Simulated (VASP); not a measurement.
Here is a VASP 6.6.1 calculation.

Contents of POSCAR:

```
Cu2AgGeSe4
1.0
    0.0000000000      5.6808900000      0.0000000000
    5.6808900000      0.0000000000      0.0000000000
    2.8404450000      2.8404450000     -5.4619340000
Ge Cu Se Ag
1 2 4 1
Direct
    0.5000000000      0.5000000000      0.0000000000
    0.2500000000      0.7500000000      0.5000000000
    0.7500000000      0.2500000000      0.5000000000
    0.4042000000      0.4042000000      0.7326000000
    0.5958000000      0.1368000000      0.2674000000
    0.8632000000      0.8632000000      0.7326000000
    0.1368000000      0.5958000000      0.2674000000
    0.0000000000      0.0000000000      0.0000000000
```

File INCAR.step1:

```
ALGO = Normal ; EDIFF = 1E-4
ENCUT = 520 ; GGA = PE
ISMEAR = 1 ; LASPH = True
LCHARG = False ; LREAL = False
LWAVE = True ; NBANDS = 46
NELM = 80 ; PREC = Accurate
SIGMA = 0.0167
```

Contents of INCAR.step2:

```
ALGO = Normal ; EDIFF = 1E-7
ENCUT = 520 ; ISIF = 2
ISMEAR = 1 ; ISTART = 1
LASPH = True ; LCHARG = False
LMIXTAU = True ; LREAL = False
LWAVE = False ; METAGGA = R2SCAN
NBANDS = 46 ; NELM = 80
PREC = Accurate ; SIGMA = 0.0167
```

The input KPOINTS:

```
k-points
0
Gamma
  4 4 4
```

Potentials or basis: VASP PAW PBE potentials, release 64 (Ge_d, Cu, Se, Ag).

Command:

```bash
$ cat potpaw_PBE.64/Ge_d/POTCAR potpaw_PBE.64/Cu/POTCAR potpaw_PBE.64/Se/POTCAR potpaw_PBE.64/Ag/POTCAR > POTCAR
$ cp INCAR.step1 INCAR
$ mpirun -np 1 vasp_std > vasp.out
$ cp INCAR.step2 INCAR
$ mpirun -np 1 vasp_std > vasp.out
```

**Question.** Predict the band gap on the k mesh.

**Answer.** None (metal or under the smearing width).

**Question.** Estimate the pressure.

**Answer.** 1.8 GPa.

Stress tensor (GPa, compression positive):
```
2.15 0.00 0.00
0.00 2.15 0.00
0.00 0.00 1.08
```

Caveat: the PAW data sets were made with another functional, which shifts forces and pressure a little; the run has no spin polarisation, though such a crystal can be magnetic. With open d or f shells a metallic result of r2SCAN can be an artefact of self-interaction; +U or a hybrid may open a gap.
